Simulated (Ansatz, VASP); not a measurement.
# Ru (Ruthenium): VASP beside Ansatz

One calculation is typed for both programs; each brings its own data sets. How far apart do they land? The structure shown is the end of the Ansatz relaxation below.

Method: plane waves, with VASP 6.6.1 beside it; single point at LDA, in Ansatz 0.2.0.

### Step 1. The structure

It takes space group P6_3/mmc (No. 194, hexagonal). Conventional cell: a = 2.755 Å, b = 2.755 Å, c = 4.151 Å, α = 90.00°, β = 90.00°, γ = 120.00°. Ru has 12 Ru at 2.62 to 2.76 Å nearest.

### Step 2. Ansatz: relaxation, LDA

Ansatz runs on its PAW soft_1 files.

This run makes the geometry at which the two programs are then compared.

Input file input.yaml:

```yaml
crystal:
  lattice:
    - [2.7551515548, 0.0, 0.0]
    - [-1.3775757774, 2.3860312377, 0.0]
    - [0.0, 0.0, 4.1758454501]
  atoms:
    - { symbol: Ru, position: [0.3333333333, 0.6666666667, 0.25] }
    - { symbol: Ru, position: [0.6666666667, 0.3333333333, 0.75] }
kpoints:
  mp_grid: { grid: [18, 18, 12] }
hamiltonian:
  xc: lda
  pseudopotentials: { kind: paw, azcp: { folder: soft_1 }, xc_functional: pbe }
scf:
  occupations: { method: methfessel_paxton, width: 0.2 }
output:
  forces: true
  stress: true
  eigenvalues: true
relax:
  adjacent_minimum: "off"
  f_tol: 0.001
  max_steps: 60
  cell: { stress_tol: 0.01, fix: [a, b, gamma] }
```

Command:

```console
> ansatz run input.yaml --threads 4 --pin off --max-ram 10240MiB --backend cpu --events-out ev --progress --plain --runs-dir out
```

Numbers of over 12 decimals in the logs are rounded to 6 here.

Output:

```text
Engine: ansatz 0.2.0, aarch64-unknown-linux-gnu
Pseudopotentials: kind: paw
Pseudopotential: Ru, paw, valence charge 16, recommended cutoff 420 eV (normal), soft_1/Ru.paw.azcp
Functional definition: SPW92
  exchange = slater_x
  correlation = pw_c
Crystal: 2 atoms, lattice volume = 27.451 Å³
Basis set: ecut = 420 eV, 535 PW (Γ)
Bands: 20, of which v1, the nominal top of the filled ones, is band 16 counted from 1 (15 counted from 0)
Symmetry: 24 space group operations
Space group: P63/mmc (ITA 194), of the structure as read, at distance tolerance 3.0e-5 Å
k-points: 259 of 3888
Non-local potential: Ru, projectors of the file, l = 0: 3, l = 1: 2, l = 2: 2, l = 3: 1
PAW form: soft (Blöchl's): semilocal exchange-correlation on the pseudo side does not see the compensation charge
PAW frozen core: Ru, regenerated for the run's functional, and the local potential with it (the file was generated under x = pbe(κ = 0.804, μ = 0.219515), c = pbe(β = 0.066725))
PAW one-centre angular grid: Ru, 590 points (default); XC on 64 Gauss nodes
Initial density: superposition of atomic densities (chi_scale 0.1, normalization cell)
Initial wavefunctions: pseudopotential atomic-orbital guess
Functional: x = slater, c = lda
SCF iter   1: F=—  HF=-11518.113559 eV  |F-HF|=—  |Δ(HF+E_count)|=         —  Δρ=1.31e-1  dr2=4.51e0  ethr=3.10e-3  ⟨swp⟩=4.8  Hψ=19878  notcnv=0
preconditioner: auto → none  [metal: Δε(μ)=0.009 eV  Ē_g=6.151 eV  σ=0.200 eV  W_gap=0.04  n_scr=8 (ndim 8)  ℏωp=28.3 eV  f_vac=0.000  D(μ)=1.41/eV (n_scr^D=22)  sad-step TF]
SCF iter   2: F=—  HF=-11516.979507 eV  |F-HF|=—  |Δ(HF+E_count)|=    1.13e0  S|Δr|=    0.00e0  Δρ=6.88e-2  dr2=1.23e0  ethr=3.10e-3  ⟨swp⟩=2.2  Hψ=10347  notcnv=0  defer=28
SCF iter   3: F=—  HF=-11516.562495 eV  |F-HF|=—  |Δ(HF+E_count)|=   4.17e-1  S|Δr|=    0.00e0  Δρ=3.60e-3  dr2=1.44e-3  ethr=3.10e-3  ⟨swp⟩=2.0  Hψ=8174  notcnv=0  defer=28
SCF iter   4: F=—  HF=-11516.563926 eV  |F-HF|=—  |Δ(HF+E_count)|=   1.43e-3  S|Δr|=    0.00e0  Δρ=4.29e-4  dr2=1.51e-5  ethr=4.50e-6  ⟨swp⟩=2.2  Hψ=11105  notcnv=0  defer=15
SCF iter   5: F=—  HF=-11516.563944 eV  |F-HF|=—  |Δ(HF+E_count)|=   1.74e-5  S|Δr|=    0.00e0  Δρ=2.00e-4  dr2=6.35e-6  ethr=4.71e-8  ⟨swp⟩=2.0  Hψ=9314  notcnv=0  defer=15
SCF iter   6: F=—  HF=-11516.563942 eV  |F-HF|=—  |Δ(HF+E_count)|=   2.28e-6  S|Δr|=    0.00e0  Δρ=2.85e-5  dr2=1.21e-7  ethr=1.98e-8  ⟨swp⟩=2.9  Hψ=9763  notcnv=0  defer=15
SCF iter   7: F=-11516.563942 eV  HF=-11516.563942 eV  |F-HF|=2.12e-9  |Δ(HF+E_count)|=   4.69e-8  S|Δr|=    0.00e0  Δρ=4.14e-6  dr2=3.34e-9  ethr=3.13e-10  ⟨swp⟩=4.5  Hψ=18563  notcnv=0
SCF 1 converged in 7 iterations: F = -11516.563942 eV  dr2 = 3.34e-9
  greatest PAW one-centre occupation: 1.000 electrons in one spin orbital (limit 2), on the Ru atom at site 1 (counted from 0), in its partial waves of l = 0
relax step   1: F+E_penalty+E_count = -11516.56394156 eV  Δ(F+E_penalty+E_count) = +0.000e0 eV  max|allowed force component| = 1.850e-17 eV/Å  Δτ_max = 0.0000 Å  P = -14.475 GPa  Ω = 27.451 Å³  fix = [a, b, gamma]  reactions: a -19.757, b -19.757 GPa  (7 SCF iters, dr2 threshold 1.00e-7 eV, accepted)
[...]
relax step   2: F+E_penalty+E_count = -11516.56522318 eV  Δ(F+E_penalty+E_count) = -1.282e-3 eV  max|allowed force component| = 1.850e-17 eV/Å  Δτ_max = 0.0000 Å  P = -10.887 GPa  Ω = 27.171 Å³  energy of the carried Pulay correction = +4.484e-4 eV  fix = [a, b, gamma]  reactions: a -17.853, b -17.853 GPa  (4 SCF iters, dr2 threshold 2.00e-7 eV, accepted)
[...]
relax step   4: F+E_penalty+E_count = -11516.56616560 eV  Δ(F+E_penalty+E_count) = -4.956e-6 eV  max|allowed force component| = 1.908e-17 eV/Å  Δτ_max = 0.0000 Å  P = -12.459 GPa  Ω = 27.291 Å³  energy of the carried Pulay correction = +2.558e-4 eV  fix = [a, b, gamma]  reactions: a -18.690, b -18.690 GPa  (2 SCF iters, dr2 threshold 1.14e-8 eV, accepted)
[...]
relax step   5: F+E_penalty+E_count = -11516.56592368 eV  Δ(F+E_penalty+E_count) = +2.419e-4 eV  max|allowed force component| = 1.850e-17 eV/Å  Δτ_max = 0.0000 Å  P = -12.468 GPa  Ω = 27.291 Å³  fix = [a, b, gamma]  reactions: a -18.693, b -18.693 GPa  stress off target by 1.84e-2 GPa on what of the cell is left free  SCF on the basis re-selected at this cell (its energy is not comparable with the rows above)  (5 SCF iters)
[...]
relax step   6: F+E_penalty+E_count = -11516.56592485 eV  Δ(F+E_penalty+E_count) = -1.172e-6 eV  max|allowed force component| = 3.296e-17 eV/Å  Δτ_max = 0.0000 Å  P = -12.459 GPa  Ω = 27.290 Å³  energy of the carried Pulay correction = +1.130e-6 eV  fix = [a, b, gamma]  reactions: a -18.688, b -18.688 GPa  (2 SCF iters, dr2 threshold 8.43e-10 eV, accepted)
[...]
relax step   7: F+E_penalty+E_count = -11516.56592372 eV  Δ(F+E_penalty+E_count) = +1.132e-6 eV  max|allowed force component| = 3.585e-17 eV/Å  Δτ_max = 0.0000 Å  P = -12.459 GPa  Ω = 27.290 Å³  fix = [a, b, gamma]  reactions: a -18.688, b -18.688 GPa  stress off target by 7.90e-4 GPa on what of the cell is left free  SCF on the basis re-selected at this cell (its energy is not comparable with the rows above)  (4 SCF iters)
basis re-selected at this cell: Δ(F+E_penalty+E_count) = +1.132e-6 eV, ΔP = -0.000 GPa vs the last step (what re-selecting the basis moved, of the pressure what is left beyond the Pulay correction that the steps carried, after the strain that the cell walked since its last selection, with what the two solves' SCF thresholds leave and, on support functions, any second-order correction that the steps lacked; it is no m [...]
SCF converged after 4 iterations
Stability not checked: this state was not tested for a lower state beside it, because cold or Methfessel-Paxton smearing, or corrected tetrahedra, fill the levels in a way that the test cannot read (fill_not_monotonic; see scf.lower_state_search)
Free energy (F): -11516.565924 eV
Harris-Foulkes:  -11516.565924 eV  (|F-HF|=3.64e-12)
Internal energy: -11516.565344 eV  (E = F + TS)
E sigma→0 (E₀):  -11516.565779 eV
Entropy (-TS):   -0.000580 eV (-0.290 meV/atom)
Fermi energy:    22.885100 eV
--- Per-component energies (eV) ---
  E_band       = -125.206279
  E_kinetic    = 920.253965
  E_local      = -2566.505657  (includes V_loc(G=0)·N_el)
  E_nonlocal   = 835.899228
  E_hartree    = 846.200793
  E_xc         = -338.442165
  E_vxc        = -429.501761  (∫ρ·V_xc dr)
  E_paw        = -6763.541503  (= ΣΔE_a)
  E_vpaw       = -577.754773  (= ΣTr[D̂ρ^β])
  E_aug_tail   = 0.001123  (compensation charges beyond the density's cutoff)
  E_ewald      = -4451.574497
  E_core_change = 1.143369  (= ΣΔE_core)
  E_smearing   = -0.000580  (= −TS)
  E_closure    = 0.000000  (closes the sum)
  Σ components = -11516.565924   (vs F -11516.565924, Δ=0.00e0)
--- Forces (eV/Å), atoms counted from 1 ---
  atom   1  Ru     0.00000000     0.00000000    -0.00000000
  atom   2  Ru     0.00000000    -0.00000000     0.00000000
  max |Σ_I F_I| component: 0.00e0 eV/Å
--- Stress (GPa, compression-positive) ---
      -18.688238       0.000000       0.000000
        0.000000     -18.688238       0.000000
        0.000000       0.000000      -0.000790
  P = ⅓ Tr σ = -12.4591 GPa (-124.591 kbar)
--- Band table (eV; the first three rows and the last of 259) ---
  k-point 0: bands = [... 12 lower, 20.9112, 21.0192, 21.0192, 21.1137, 21.1137, 24.0561, 24.0561, 24.7196]
  k-point 1: bands = [... 12 lower, 20.8628, 20.9546, 20.9546, 21.2782, 21.2782, 24.0769, 24.0769, 24.4241]
  k-point 2: bands = [... 12 lower, 20.7276, 20.7824, 20.7824, 21.6493, 21.6493, 23.6709, 24.1136, 24.1136]
  k-point 258: bands = [... 12 lower, 20.1804, 20.1804, 21.7439, 21.7439, 23.9533, 23.9533, 31.0126, 31.0126]
--- Relaxed structure (5 steps of the walk, 5 accepted, 2 SCFs on fresh bases) ---
  F+E_penalty+E_count = -11516.56592372 eV   max|allowed force component| = 3.585e-17 eV/Å   (the final SCF, on the basis selected at the relaxed cell)
  cell:  # Å, volume = 27.2905 Å³
    - [2.755152, 0, 0.0]
    - [-1.377576, 2.386031, 0.0]
    - [0.0, 0.0, 4.151355]
  atoms:
    - { symbol: Ru, position: [0.333333, 0.666667, 0.25] }
    - { symbol: Ru, position: [0.666667, 0.333333, 0.750000] }
```

### Step 3. VASP: single point, LDA, pair 1

The same cell, functional (in two slightly different forms), mesh and smearing now go to VASP, with its own data sets.

Lines of VASP's logs that name or quote its potential files are left out, and so is its time.

Input file INCAR:

```
SYSTEM = Ru
PREC = Accurate
ENCUT = 500
EDIFF = 1E-06
NELM = 120
ISMEAR = 1
SIGMA = 0.2
LREAL = .FALSE.
ALGO = Normal
GGA = PW92
NBANDS = 20
LASPH = .TRUE.
LORBIT = 11
LWAVE = .FALSE.
LCHARG = .FALSE.
ISIF = 2
GGA_COMPAT = .FALSE.
KPAR = 2
```

Input file POSCAR:

```
Ru
1.0
    2.7551515548      0.0000000000      0.0000000000
   -1.3775757774      2.3860312377      0.0000000000
    0.0000000000      0.0000000000      4.1513545276
Ru
2
Direct
    0.3333333333      0.6666666667      0.2500000000
    0.6666666667      0.3333333333      0.7500000000
```

Input file KPOINTS:

```
Automatic mesh
0
Gamma
18 18 12
0 0 0
```

Potentials, in the order of the species: Ru_pv (LDA family, release 64).

Command:

```console
> mpirun -np 2 vasp_std
```

Output:

```text
[banner, memory and clock lines left out]
running    2 mpi-ranks, on    1 nodes
 distrk:  each k-point on    1 cores,    2 groups
 distr:  one band on    1 cores,    1 groups

 POSCAR found type information on POSCAR Ru
 POSCAR found :  1 types and       2 ions
|                                                                             |
|               ----> ADVICE to this user running VASP <----                  |
|                                                                             |
|     You enforced a specific xc type in the INCAR file but a different       |
|     [... a line on the potential file left out ...]
|     I HOPE YOU KNOW WHAT YOU ARE DOING!                                     |
|                                                                             |

 LDA part: xc-table for (Slater(with rela. corr.)+PW92), standard interpolation
 POSCAR, INCAR and KPOINTS ok, starting setup
 FFT: planning ... GRIDC
 FFT: planning ... GRID_SOFT
 FFT: planning ... GRID
 WAVECAR not read
 entering main loop
       N       E                     dE             d eps       ncg     rms          rms(c)
DAV:   1     0.280180327287E+03    0.28018E+03   -0.17355E+04 10392   0.151E+03
DAV:   2    -0.167835860529E+02   -0.29696E+03   -0.28883E+03 10680   0.454E+02
DAV:   3    -0.227129066340E+02   -0.59293E+01   -0.58777E+01 11792   0.716E+01
DAV:   4    -0.227615727657E+02   -0.48666E-01   -0.48621E-01 13576   0.605E+00
DAV:   5    -0.227622666544E+02   -0.69389E-03   -0.69184E-03 11588   0.620E-01    0.182E+01
DAV:   6    -0.213752201393E+02    0.13870E+01   -0.33473E+00 11768   0.180E+01    0.461E+00
DAV:   7    -0.212984620080E+02    0.76758E-01   -0.45661E-01 11848   0.473E+00    0.110E+00
DAV:   8    -0.212889580793E+02    0.95039E-02   -0.24433E-02 11596   0.125E+00    0.362E-01
DAV:   9    -0.212880195864E+02    0.93849E-03   -0.15635E-03 11724   0.439E-01    0.351E-02
DAV:  10    -0.212880337428E+02   -0.14156E-04   -0.13034E-04 11816   0.115E-01    0.228E-02
DAV:  11    -0.212880324462E+02    0.12966E-05   -0.18796E-05 11720   0.417E-02    0.174E-03
DAV:  12    -0.212880324262E+02    0.19994E-07   -0.24364E-07  7056   0.469E-03
   1 F= -.21288032E+02 E0= -.21287869E+02  d E =-.489923E-03
```

From OUTCAR (step 3):

```text
ion  position               nearest neighbor table
   1  0.333  0.667  0.250-   2 2.62   2 2.62   2 2.62   2 2.62   2 2.62   2 2.62
   2  0.667  0.333  0.750-   1 2.62   1 2.62   1 2.62   1 2.62   1 2.62   1 2.62

  LATTYP: Found a hexagonal cell.
 ALAT       =     2.7551515548
 C/A-ratio  =     1.5067608605

 Subroutine GETGRP returns: Found 24 space group operations
 (whereof 12 operations were pure point group operations)

The static configuration has the point symmetry D_3d.
 The point group associated with its full space group is D_6h.

 Found    259 irreducible k-points:

   k-points           NKPTS =    259   k-points in BZ     NKDIM =    259   number of bands    NBANDS=     20

   dimension x,y,z NGX =    20 NGY =   20 NGZ =   30
   dimension x,y,z NGXF=    40 NGYF=   40 NGZF=   60

   ENCUT  =  500.0 eV  36.75 Ry    6.06 a.u.   5.02  5.02  7.57*2*pi/ulx,y,z

   NELECT =      28.0000    total number of electrons

 k-points in reciprocal lattice and weights: Automatic mesh
   0.00000000  0.00000000  0.00000000       0.000
   0.05555556  0.00000000  0.00000000       0.002
   0.11111111  0.00000000  0.00000000       0.002
   0.16666667  0.00000000  0.00000000       0.002
   0.22222222  0.00000000  0.00000000       0.002
   0.27777778  0.00000000  0.00000000       0.002
   0.33333333  0.00000000  0.00000000       0.002
   0.38888889  0.00000000  0.00000000       0.002
   0.44444444  0.00000000  0.00000000       0.002
[...]
0.33333333  0.27777778  0.50000000       0.003
   0.33333333  0.33333333  0.50000000       0.001

 average (electrostatic) potential at core
       1 -67.5603       2 -67.5603

 E-fermi :  12.6144

 k-point     1 :       0.0000    0.0000    0.0000
  band No.  band energies     occupation
    ...
     11      10.6383      2.00000
     12      10.7476      2.00000
     13      10.7476      2.00000
     14      10.8409      2.00000
     15      10.8409      2.00000
     16      13.7816     -0.00000
     17      13.7816     -0.00000
     18      14.4742     -0.00000
     19      22.5833      0.00000
     20      22.5909      0.00000

 k-point     2 :       0.0556    0.0000    0.0000
  band No.  band energies     occupation
    ...
     11      10.7034      2.00000
     12      10.7489      2.00000
     13      10.7714      2.00000
     14      10.7974      2.00000
     15      10.8271      2.00000
     16      12.9704     -0.03043
     17      13.8327     -0.00000
     18      15.4390     -0.00000
     19      22.5832      0.00000
     20      22.5904      0.00000

 k-point     3 :       0.1111    0.0000    0.0000
  band No.  band energies     occupation
    ...
     12      10.5850      2.00000
     13      10.5930      2.00000
     14      11.0610      2.00000
     15      11.1068      2.00000
     16      12.1409      2.00410
     17      13.9654     -0.00000
     18      16.7740      0.00000
     19      22.5829      0.00000
     20      22.5904      0.00000

  Total       -3.1032135     -3.1032135      0.0897671     -0.0000000     -0.0000000      0.0000000
  in kB     -182.1842359   -182.1842359      5.2700706     -0.0000000     -0.0000000      0.0000000
  external PRESSURE =    -119.6994670 kB  Pullay stress =       0.0000000 kB

  energy-cutoff  :      500.00
  volume of cell :       27.29
      direct lattice vectors                 reciprocal lattice vectors
     2.755151555  0.000000000  0.000000000     0.362956440  0.209552998  0.000000000
    -1.377575777  2.386031238  0.000000000     0.000000000  0.419105997  0.000000000
     0.000000000  0.000000000  4.151354528     0.000000000  0.000000000  0.240885232

 POSITION                                       TOTAL-FORCE (eV/Angst)
 -----------------------------------------------------------------------------------
     -0.00000      1.59069      1.03784         0.000000      0.000000      0.000000
      1.37758      0.79534      3.11352        -0.000000     -0.000000      0.000000
 -----------------------------------------------------------------------------------
    total drift:                               -0.000000      0.000000     -0.000000

  FREE ENERGIE OF THE ION-ELECTRON SYSTEM (eV)
  ---------------------------------------------------
  free  energy   TOTEN  =       -21.2880324262 eV

  energy  without entropy=      -21.2875425034  energy(sigma->0) =      -21.28786912

 total charge
# of ion       s       p       d       tot
------------------------------------------
    1        0.406   6.313   5.955  12.674
    2        0.406   6.313   5.955  12.674
--------------------------------------------------
tot          0.812  12.625  11.910  25.347

[... 3 further parts left out ...]
```

The run ends at a pressure of -11.97 GPa.

### Step 4. Differences

Known differences besides the potentials themselves: the data sets hold 32 valence electrons in Ansatz (on its PAW soft_1 files) and 28 in VASP; the cutoff is 420 eV in Ansatz and 500 eV in VASP; VASP's log shows a relativistic correction to its local exchange, Ansatz's none; Ansatz's pressure holds a Pulay correction, VASP's none. Total energies have different zeros and are not compared.

Both answers:

```
      quantity  Ansatz    VASP  difference
pressure (GPa)  -12.46  -11.97       -0.49
```

### Step 5. Ansatz: relaxation, LDA

This run makes the geometry at which the two programs are then compared. The cell compared in this pair holds 27.66 Å³, against 27.29 Å³ for the pair before.

The structure compared here is the end of the Ansatz relaxation.

input.yaml: that of step 2 with these lines changed.

```diff
@@ -2,5 +2,5 @@
   lattice:
-    - [2.7551515548, 0.0, 0.0]
-    - [-1.3775757774, 2.3860312377, 0.0]
-    - [0.0, 0.0, 4.1758454501]
+    - [2.781900599, 0.0, 0.0]
+    - [-1.3909502995, 2.4091965895, 0.0]
+    - [0.0, 0.0, 4.1513545276]
   atoms:
```

Command:

```console
> ansatz run input.yaml --threads 4 --pin off --max-ram 10240MiB --backend cpu --events-out ev --progress --plain --runs-dir out
```

Output:

```text
[...]
Crystal: 2 atoms, lattice volume = 27.823 Å³
Basis set: ecut = 420 eV, 565 PW (Γ)
Bands: 20, of which v1, the nominal top of the filled ones, is band 16 counted from 1 (15 counted from 0)
Symmetry: 24 space group operations
[...]
k-points: 259 of 3888
[...]
k-point 258: bands = [... 12 lower, 19.8499, 19.8499, 21.3988, 21.3988, 23.4946, 23.4946, 30.4400, 30.4400]
--- Relaxed structure (5 steps of the walk, 5 accepted, 2 SCFs on fresh bases) ---
[...]
cell:  # Å, volume = 27.6609 Å³
    - [2.781901, 0, 0.0]
    - [-1.390950, 2.409197, 0.0]
    - [0.0, 0.0, 4.127170]
  atoms:
    - { symbol: Ru, position: [0.333333, 0.666667, 0.250000] }
    - { symbol: Ru, position: [0.666667, 0.333333, 0.750000] }
[key lines of the parts left out:]
SCF converged after 4 iterations
Free energy (F): -11516.495936 eV
Fermi energy:    22.508662 eV
P = ⅓ Tr σ = -15.6340 GPa (-156.340 kbar)
```

[end of part 1 of 2]

[Lines on the potential files, build, host, timing and source positions are cut from VASP's logs without a mark.]

[Logs are printed without paths, hosts, clocks, repeated set-up lines and the standing remarks that a program may print on its own settings, such as how far it seeks lower states.]

[Hosts, paths, dates, database ids (printed as entryN), source tags and the programs' standing remarks are cut or masked in the printed files.]
